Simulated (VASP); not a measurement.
These are PBEsol GGA, VASP's PBE PAW potentials (set 64) (plane waves; VASP) values and carry that method's errors.

VASP input:

### KPOINTS
```
kpoints
0
Gamma
  12 12 12
```

**INCAR**
```
ALGO = Normal
EDIFF = 1E-7
ENCUT = 480
GGA = PS
ISIF = 2
ISMEAR = 1
LASPH = .True.
LCHARG = .False.
LREAL = .False.
LWAVE = .False.
NELM = 100
PREC = Accurate
SIGMA = 0.1
SYSTEM = Na
```

**POSCAR**
```
Na
1.0
 -2.0060235901   2.0060235901   2.0060235901
  2.0060235901  -2.0060235901   2.0060235901
  2.0060235901   2.0060235901  -2.0060235901
Na
1
Cartesian
  0.0000000000   0.0000000000   0.0000000000
```

POTCAR, in this order: Na_pv (PBE.64 set). Program: vasp_std.

What VASP printed:

OUTCAR:
```
 ion  position               nearest neighbor table
   1  0.000  0.000  0.000-
  LATTYP: Found a body centered cubic cell.
 ALAT       =     4.0120471802
 Subroutine PRICEL returns:
 Original cell was already a primitive cell.
 Subroutine GETGRP returns: Found 48 space group operations
The static configuration has the point symmetry O_h .
The dynamic configuration has the point symmetry O_h .
 Subroutine INISYM returns: Found 48 space group operations
 Subroutine IBZKPT returns following result:
 Found     72 irreducible k-points:

 Following reciprocal coordinates:
            Coordinates               Weight
  0.000000  0.000000  0.000000      1.000000
  0.083333  0.000000  0.000000     12.000000
  0.166667  0.000000  0.000000     12.000000
  0.250000  0.000000  0.000000     12.000000
  0.333333  0.000000  0.000000     12.000000
  0.416667  0.000000  0.000000     12.000000
  0.500000  0.000000  0.000000      6.000000
  0.083333  0.083333  0.000000     24.000000
  0.166667  0.083333  0.000000     48.000000
  0.250000  0.083333 -0.000000     48.000000
  0.333333  0.083333  0.000000     48.000000
  0.416667  0.083333  0.000000     48.000000
  0.166667  0.166667  0.000000     24.000000
  0.250000  0.166667 -0.000000     48.000000
  0.333333  0.166667  0.000000     48.000000
  0.416667  0.166667  0.000000     24.000000
  0.250000  0.250000  0.000000     24.000000
  0.333333  0.250000  0.000000     48.000000
  0.333333  0.333333  0.000000      8.000000
  0.083333  0.083333  0.083333      8.000000
  0.166667  0.083333  0.083333     24.000000
  0.250000  0.083333  0.083333     24.000000
  0.333333  0.083333  0.083333     24.000000
  0.416667  0.083333  0.083333     12.000000
 -0.083333  0.083333  0.083333      6.000000
  0.166667  0.166667  0.083333     24.000000
  0.250000  0.166667  0.083333     48.000000
  0.333333  0.166667  0.083333     48.000000
 -0.166667  0.166667  0.083333     24.000000
  0.250000  0.250000  0.083333     24.000000
  0.333333  0.250000  0.083333     24.000000
 -0.250000  0.250000  0.083333     24.000000
 -0.166667  0.250000  0.083333     24.000000
 -0.333333  0.333333  0.083333     24.000000
 -0.250000  0.333333  0.083333     48.000000
 -0.416667  0.416667  0.083333     24.000000
 -0.333333  0.416667  0.083333     48.000000
 -0.250000  0.416667  0.083333     24.000000
  0.500000  0.500000  0.083333     12.000000
 -0.416667  0.500000  0.083333     48.000000
   k-points           NKPTS =     72   k-points in BZ     NKDIM =     72   number of bands    NBANDS=      7
   number of dos      NEDOS =    301   number of ions     NIONS =      1
   total plane-waves  NPLWV =  21952
   dimension x,y,z NGX =    28 NGY =   28 NGZ =   28
   dimension x,y,z NGXF=    56 NGYF=   56 NGZF=   56
   ions per type =               1
   PREC   = accura    normal or accurate (medium, high low for compatibility)
   ISTART =      0    job   : 0-new  1-cont  2-samecut
   ICHARG =      2    charge: 1-file 2-atom 10-const
   ISPIN  =      1    spin polarized calculation?
   LNONCOLLINEAR =      F non collinear calculations
   LSORBIT =      F    spin-orbit coupling
   INIWAV =      1    electr: 0-lowe 1-rand  2-diag
   ENCUT  =  480.0 eV  35.28 Ry    5.94 a.u.   6.21  6.21  6.21*2*pi/ulx,y,z
   NELM   =    100;   NELMIN=  2; NELMDL= -5     # of ELM steps
   EDIFF  = 0.1E-06   stopping-criterion for ELM
   LREAL  =      F    real-space projection
   NLSPLINE    = F    spline interpolate recip. space projectors
   LMAXMIX     =    2 max onsite mixed and CHGCAR
   VOSKOWN=      0    Vosko Wilk Nusair interpolation
...
```

### OSZICAR
```
       N       E                     dE             d eps       ncg     rms          rms(c)
DAV:   1     0.185773565770E+02    0.18577E+02   -0.38495E+03  1008   0.816E+02
DAV:   2    -0.102051543310E+01   -0.19598E+02   -0.19575E+02  1036   0.135E+02
DAV:   3    -0.138352413050E+01   -0.36301E+00   -0.36301E+00  1302   0.263E+01
DAV:   4    -0.138624643336E+01   -0.27223E-02   -0.27223E-02  1225   0.202E+00
DAV:   5    -0.138627797692E+01   -0.31544E-04   -0.31544E-04  1330   0.188E-01    0.257E-01
DAV:   6    -0.138414433411E+01    0.21336E-02   -0.33807E-03  1155   0.115E+00    0.152E-01
DAV:   7    -0.138340872135E+01    0.73561E-03   -0.29151E-03  1071   0.954E-01    0.456E-02
DAV:   8    -0.138335267470E+01    0.56047E-04   -0.20234E-04  1099   0.346E-01    0.191E-03
DAV:   9    -0.138335283482E+01   -0.16012E-06   -0.10164E-06  1211   0.146E-02    0.107E-03
DAV:  10    -0.138335272055E+01    0.11426E-06   -0.70662E-08   910   0.393E-03    0.104E-04
DAV:  11    -0.138335273383E+01   -0.13279E-07   -0.15620E-09   616   0.528E-04
   1 F= -.13833527E+01 E0= -.13831084E+01  d E =-.732955E-03
```

File OUTCAR:
```
------------------------ aborting loop because EDIFF is reached ----------------------------------------
  FORCE on cell =-STRESS in cart. coord.  units (eV):
  Direction    XX          YY          ZZ          XY          YZ          ZX
  --------------------------------------------------------------------------------------
  Total        0.2214644      0.2214644      0.2214644     -0.0000000     -0.0000000      0.0000000
  in kB       10.9887038     10.9887038     10.9887038     -0.0000000     -0.0000000      0.0000000
  external PRESSURE =      10.9887038 kB  Pullay stress =       0.0000000 kB
  volume of cell :       32.29
      direct lattice vectors                 reciprocal lattice vectors
    -2.006023590  2.006023590  2.006023590     0.000000000  0.249249312  0.249249312
     2.006023590 -2.006023590  2.006023590     0.249249312  0.000000000  0.249249312
     2.006023590  2.006023590 -2.006023590     0.249249312  0.249249312  0.000000000
 POSITION                                       TOTAL-FORCE (eV/Angst)
 -----------------------------------------------------------------------------------
      0.00000      0.00000      0.00000         0.000000     -0.000000      0.000000
 -----------------------------------------------------------------------------------
    total drift:                                0.000000      0.000000      0.000000
  FREE ENERGIE OF THE ION-ELECTRON SYSTEM (eV)
  ---------------------------------------------------
  free  energy   TOTEN  =        -1.3833527338 eV

  energy  without entropy=       -1.3826197785  energy(sigma->0) =       -1.38310842
```
(Selected blocks of OUTCAR.)

The compound is Na in the bcc structure. This cell was strained or had an atom moved on purpose.
